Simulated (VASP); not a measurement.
Wanted: the native input for a VASP 6.6.1 run.

- Task: electrostatic potential
- Functional: PBE
- Dispersion: D3(BJ)
- Potentials or basis: VASP PAW PBE potentials, release 64 (W_sv, C)
- Cutoff: 520 eV
- k mesh: 16 × 16 × 14
- Occupations: methfessel-paxton, width 0.1 eV
- Spin: no spin polarisation
- Further INCAR settings: ALGO = Normal; EDIFF = 1e-06

The structure of WC lies in POSCAR:

```
WC                                      
1.0
    2.9042550444      0.0000000000      0.0000000000
   -1.4521275222      2.5151586466     -0.0000000000
    0.0000000000      0.0000000000      2.8353772666
  W               C             
     1     1
Direct
     0.0000000000000000    0.0000000000000000    0.0000000000000000
     0.3333333300000021    0.6666666699999979    0.5000000000000000
```

The cell was built by a generator and needn't be a form met in nature.

The input as run:

INCAR

```
SYSTEM = WC
ALGO = Normal ; EDIFF = 1E-6
ENCUT = 520 ; GGA = PE
ISIF = 2 ; ISMEAR = 1
IVDW = 12 ; LASPH = .TRUE.
LCHARG = .TRUE. ; LREAL = .FALSE.
LVHAR = .TRUE. ; LWAVE = .FALSE.
NELM = 100 ; PREC = Accurate
SIGMA = 0.1
```

KPOINTS

```
k-points
0
G
  16 16 14
  0 0 0
```

Potentials or basis: VASP PAW PBE potentials, release 64 (W_sv, C).

Command:

```console
$ cat potpaw_PBE.64/W_sv/POTCAR potpaw_PBE.64/C/POTCAR > POTCAR
$ mpirun -np 1 vasp_std > vasp.out
```

It gave:

The pressure is 0.1 GPa and the band gap on the k mesh is none (metal or under the smearing width). The dispersion energy per atom is -0.463 eV.

Caveat: pairwise dispersion overbinds metals, which lowers pressure and volume.

Run time: 64 s on 1 thread of Intel(R) Xeon(R) Platinum 8259CL CPU @ 2.50GHz (Skylake/Cascade Lake) (shared host), peak memory 0.21 GiB.
